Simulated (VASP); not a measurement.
All values below come from PBE GGA, VASP's PBE PAW potentials (set 64) (plane waves; VASP 6.6.1).

VASP ran on this input.

File POSCAR:
```
Y
1
   -2.0222360000     2.0222360000     2.0222360000
    2.0222360000    -2.0222360000     2.0222360000
    2.0222360000     2.0222360000    -2.0222360000
Y
1
Direct
  0.0000000000   0.0000000000   0.0000000000
```

**INCAR**
```
! general
SYSTEM   =  Y
PREC     =  Accurate
ENCUT    =  400
LREAL    =  .False.
LASPH    =  .True.

! electronic loop
EDIFF    =  1E-6
NELM     =  100
ALGO     =  Normal
LMAXMIX  =  4

! smearing
ISMEAR   =  1
SIGMA    =  0.1

! functional
GGA      =  PE

! ions
ISIF     =  2

! output
LWAVE    =  .False.
LCHARG   =  .False.
```

### KPOINTS
```
kpoints
0
gamma
  10 10 10
0 0 0
```

POTCAR, in this order: Y_sv (PBE.64 set). Program: vasp_std.

Output

OUTCAR:
```
 ion  position               nearest neighbor table
   1  0.000  0.000  0.000-
  LATTYP: Found a body centered cubic cell.
 ALAT       =     4.0444720000
 Subroutine PRICEL returns:
 Original cell was already a primitive cell.
 Subroutine GETGRP returns: Found 48 space group operations
The static configuration has the point symmetry O_h .
The dynamic configuration has the point symmetry O_h .
 Subroutine INISYM returns: Found 48 space group operations
 Subroutine IBZKPT returns following result:
 Found     47 irreducible k-points:

 Following reciprocal coordinates:
            Coordinates               Weight
  0.000000  0.000000  0.000000      1.000000
  0.100000  0.000000  0.000000     12.000000
  0.200000  0.000000  0.000000     12.000000
  0.300000  0.000000  0.000000     12.000000
  0.400000  0.000000  0.000000     12.000000
  0.500000  0.000000  0.000000      6.000000
  0.100000  0.100000  0.000000     24.000000
  0.200000  0.100000  0.000000     48.000000
  0.300000  0.100000  0.000000     48.000000
  0.400000  0.100000  0.000000     48.000000
...
```

### OSZICAR
```
       N       E                     dE             d eps       ncg     rms          rms(c)
DAV:   1     0.154834940803E+02    0.15483E+02   -0.50409E+03   862   0.895E+02
DAV:   2    -0.575432012612E+01   -0.21238E+02   -0.20921E+02  1030   0.145E+02
DAV:   3    -0.651583468729E+01   -0.76151E+00   -0.74393E+00  1272   0.199E+01
DAV:   4    -0.653111828446E+01   -0.15284E-01   -0.15244E-01  1230   0.236E+00
DAV:   5    -0.653130691076E+01   -0.18863E-03   -0.18837E-03  1271   0.168E-01    0.243E+01
DAV:   6    -0.634827313964E+01    0.18303E+00   -0.25495E-01   881   0.406E+00    0.147E+01
DAV:   7    -0.630974719621E+01    0.38526E-01   -0.40196E-01   881   0.487E+00    0.107E+00
DAV:   8    -0.630667551258E+01    0.30717E-02   -0.60984E-02   947   0.212E+00    0.335E-01
DAV:   9    -0.630607353543E+01    0.60198E-03   -0.20217E-03  1067   0.396E-01    0.140E-01
DAV:  10    -0.630600279419E+01    0.70741E-04   -0.19781E-04  1236   0.150E-01    0.175E-02
DAV:  11    -0.630600343825E+01   -0.64406E-06   -0.39431E-06  1062   0.130E-02
   1 F= -.63060034E+01 E0= -.63058614E+01  d E =-.426167E-03
```

File OUTCAR:
```
------------------------ aborting loop because EDIFF is reached ----------------------------------------
  FORCE on cell =-STRESS in cart. coord.  units (eV):
  Direction    XX          YY          ZZ          XY          YZ          ZX
  --------------------------------------------------------------------------------------
  Total       -0.0355660     -0.0355660     -0.0355660      0.0000000      0.0000000      0.0000000
  in kB       -1.7226219     -1.7226219     -1.7226219      0.0000000      0.0000000      0.0000000
  external PRESSURE =      -1.7226219 kB  Pullay stress =       0.0000000 kB
  volume of cell :       33.08
      direct lattice vectors                 reciprocal lattice vectors
    -2.022236000  2.022236000  2.022236000     0.000000000  0.247251063  0.247251063
     2.022236000 -2.022236000  2.022236000     0.247251063  0.000000000  0.247251063
     2.022236000  2.022236000 -2.022236000     0.247251063  0.247251063  0.000000000
 POSITION                                       TOTAL-FORCE (eV/Angst)
 -----------------------------------------------------------------------------------
      0.00000      0.00000      0.00000        -0.000000      0.000000     -0.000000
 -----------------------------------------------------------------------------------
    total drift:                               -0.000000     -0.000000      0.000000
  FREE ENERGIE OF THE ION-ELECTRON SYSTEM (eV)
  ---------------------------------------------------
  free  energy   TOTEN  =        -6.3060034383 eV

  energy  without entropy=       -6.3055772713  energy(sigma->0) =       -6.30586138
```
(Selected blocks of OUTCAR.)

The structure was generated: Y was put into the bcc type (Im-3m), which need not be its known phase. The cell was not relaxed at this level.
